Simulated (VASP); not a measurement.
Level of theory: optB88-vdW, VASP's PBE PAW potentials (set 64) (plane waves; VASP).

VASP ran on this input.

File KPOINTS:
```
Regular mesh
0
G
  9 9 9
```

File POSCAR:
```
CaO
1
    0.0000000000     2.3543903270     2.3543903270
    2.3543903270     0.0000000000     2.3543903270
    2.3543903270     2.3543903270     0.0000000000
Ca O
1 1
Direct
  0.0000000000   0.0000000000   0.0000000000
  0.5000000000   0.5000000000   0.5000000000
```

INCAR:
```
LREAL = .FALSE.
LWAVE = .FALSE.
PARAM2 = 0.22
LUSE_VDW = .TRUE.
AGGAC = 0.0
ENCUT = 520   # plane-wave cut-off (eV)
PARAM1 = 0.1833333333
LASPH = .TRUE.   # aspherical one-centre terms
SYSTEM = CaO
LCHARG = .FALSE.
PREC = Accurate
SIGMA = 0.05   # width (eV)
NELM = 100
ISIF = 2   # forces and stress, cell fixed
GGA = BO
EDIFF = 1E-7   # SCF stop (eV)
ALGO = Normal
ISMEAR = 0   # Gaussian
```

POTCAR, in this order: Ca_sv O (PBE.64 set). Program: vasp_std.

Output

### OSZICAR
```
       N       E                     dE             d eps       ncg     rms          rms(c)
DAV:   1     0.143016002782E+03    0.14302E+03   -0.87943E+03   840   0.137E+03
DAV:   2    -0.426690238471E+01   -0.14728E+03   -0.13925E+03   956   0.351E+02
DAV:   3    -0.109019516176E+02   -0.66350E+01   -0.65861E+01  1068   0.776E+01
DAV:   4    -0.111105801525E+02   -0.20863E+00   -0.20842E+00  1228   0.122E+01
DAV:   5    -0.111123846017E+02   -0.18044E-02   -0.18044E-02  1016   0.129E+00    0.901E+00
DAV:   6    -0.920631389060E+01    0.19061E+01   -0.97571E+00   980   0.293E+01    0.354E+00
DAV:   7    -0.917033079214E+01    0.35983E-01   -0.77016E-01  1128   0.862E+00    0.171E+00
DAV:   8    -0.916228890378E+01    0.80419E-02   -0.89736E-02   940   0.336E+00    0.443E-01
DAV:   9    -0.915942400617E+01    0.28649E-02   -0.24902E-02  1040   0.136E+00    0.124E-01
DAV:  10    -0.915972608855E+01   -0.30208E-03   -0.20948E-03   932   0.472E-01    0.322E-02
DAV:  11    -0.915979410388E+01   -0.68015E-04   -0.50773E-04  1108   0.190E-01    0.396E-02
DAV:  12    -0.915976560872E+01    0.28495E-04   -0.12214E-04   988   0.117E-01    0.353E-03
DAV:  13    -0.915976537819E+01    0.23054E-06   -0.52820E-06  1044   0.243E-02    0.101E-03
DAV:  14    -0.915976512374E+01    0.25444E-06   -0.29229E-07  1096   0.483E-03    0.369E-04
DAV:  15    -0.915976510182E+01    0.21927E-07   -0.16017E-08   472   0.153E-03
   1 F= -.91597651E+01 E0= -.91597651E+01  d E =-.182232E-14
```

**OUTCAR**
```
------------------------ aborting loop because EDIFF is reached ----------------------------------------
  FORCE on cell =-STRESS in cart. coord.  units (eV):
  Direction    XX          YY          ZZ          XY          YZ          ZX
  --------------------------------------------------------------------------------------
  Total        1.3121727      1.3121727      1.3121727      0.0000000      0.0000000      0.0000000
  in kB       80.5445529     80.5445529     80.5445529      0.0000000      0.0000000      0.0000000
  external PRESSURE =      80.5445529 kB  Pullay stress =       0.0000000 kB
  volume of cell :       26.10
      direct lattice vectors                 reciprocal lattice vectors
     0.000000000  2.354390327  2.354390327    -0.212369204  0.212369204  0.212369204
     2.354390327  0.000000000  2.354390327     0.212369204 -0.212369204  0.212369204
     2.354390327  2.354390327  0.000000000     0.212369204  0.212369204 -0.212369204
  FREE ENERGIE OF THE ION-ELECTRON SYSTEM (eV)
  ---------------------------------------------------
  free  energy   TOTEN  =        -9.1597651018 eV

  energy  without entropy=       -9.1597651018  energy(sigma->0) =       -9.15976510
```
(Selected blocks of OUTCAR.)

The compound is CaO in the rock salt structure. This cell is one point of a volume scan, at 0.94 of the reference volume.
